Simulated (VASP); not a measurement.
# Rh: relaxation of cell and atoms with PBE

Rh:

```
Rh
1.0
     0.00000    1.89785    1.89785
     1.89785    0.00000    1.89785
     1.89785    1.89785    0.00000
Rh
1
Cartesian
  0.0000 0.0000 0.0000
```

| Property | Result |
| --- | --- |
| Program | VASP 6.6.1 |
| Task | relaxation of cell and atoms |
| Functional | PBE |
| Potentials or basis | VASP PAW PBE potentials, release 64 (Rh_pv) |
| Cutoff | 520 eV |
| k mesh | 18 × 18 × 18 |
| Occupations | gaussian, width 0.1 eV |
| Spin | no spin polarisation |
| Further INCAR settings | ALGO = Fast; EDIFF = 1e-07; IBRION = 2; EDIFFG = -0.15; NSW = 80; ISIF = 3 |

```
Relaxed volume                         : 14.06 Å³/atom
Relaxed cell                           : a = 2.709 Å, b = 2.709 Å, c = 2.709 Å, α = 60.00°, β = 60.00°, γ = 60.00°
Space group after relaxing (to 0.05 Å) : Fm-3m (No. 225)
Energy gained by relaxing              : 8.5 meV/atom
Ionic steps                            : 3
Pressure after relaxing                : -0.2 GPa
Band gap on the k mesh                 : none (metal or under the smearing width)
```

The path:
```tsv
step	energy change (eV)	largest force (eV/Å)	pressure (GPa)	volume (Å³)
1	0.0000	0.0000	7.49	13.67
2	0.0344	0.0000	-13.86	14.98
3	-0.0085	0.0000	-0.15	14.06
```

Final structure:
```yaml
crystal:
  lattice:
    - [0.00000, 1.91552, 1.91552]
    - [1.91552, 0.00000, 1.91552]
    - [1.91552, 1.91552, 0.00000]
  atoms:
    - { symbol: Rh, position: [0.00000, 0.00000, 0.00000] }
```

Levels at points of the mesh, in eV from the Fermi level:
| k point | band 3 | band 4 | band 5 | band 6 | band 7 | band 8 | band 9 | band 10 | band 11 |
| --- | --- | --- | --- | --- | --- | --- | --- | --- | --- |
| (0.00, 0.00, 0.00) | -46.35 | -7.80 | -2.98 | -2.98 | -2.98 | -0.97 | -0.97 | 16.01 | 21.34 |
| (0.50, 0.00, 0.00) | -46.44 | -5.94 | -3.05 | -3.05 | 0.54 | 0.54 | 0.76 | 8.41 | 15.50 |
| (0.50, 0.50, 0.00) | -46.60 | -6.11 | -5.75 | 0.51 | 0.94 | 0.94 | 3.23 | 11.99 | 13.19 |

It took 33 s on 1 thread of Intel(R) Xeon(R) 6975P-C (Granite Rapids) (shared host), peak memory 0.15 GiB.

PBE usually gives volumes a little too large and moduli too small. Zero-point motion and thermal expansion aren't in these numbers.
